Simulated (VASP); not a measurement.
Tc3Sn under changes of volume

One of the cells (16.280 Å³/atom); the others are scaled copies at fixed shape and fractional positions:

```
Sn Tc
1.0
     0.00000    3.19320    3.19320
     3.19320    0.00000    3.19320
     3.19320    3.19320    0.00000
Sn Tc
1 3
Direct
  0.00000 0.00000 0.00000
  0.50000 0.50000 0.50000
  0.75000 0.75000 0.75000
  0.25000 0.25000 0.25000
```

The cell comes from a database or a generator and needn't be the stable form of this composition.

```yaml
Program: VASP 6.6.1
Functional: PBE
Potentials_or_basis: VASP PAW PBE potentials, release 64 (Sn_d, Tc_pv)
Cutoff: 520 eV
k_mesh: 7 × 7 × 7
Occupations: fermi-dirac, width 0.05 eV
Spin: no spin polarisation
```

```tsv
volume (Å³/atom)	energy over the lowest point (meV/atom)	pressure (GPa)
15.003	?	?
15.322	10.23	7.8
15.641	0.00	2.5
16.280	8.24	-6.4
16.599	24.68	-10.1
16.918	48.14	-13.5
```

Question: What does the run at 15.003 Å³/atom give?

Answer: Energy over the lowest point 31.69 meV/atom; pressure 13.7 GPa.

Worked out: A Birch-Murnaghan fit of order 3 (a polynomial in V^(-2/3)) to the other rows has its minimum at 15.81 Å³/atom with B0 = V·E''(V) = 232 GPa and B' = 4.7. It gives 31.58 meV/atom at 15.003 Å³/atom, against the run's 31.69, and -dE/dV = 13.7 GPa, against 13.7.

Energies are extrapolated to zero smearing.
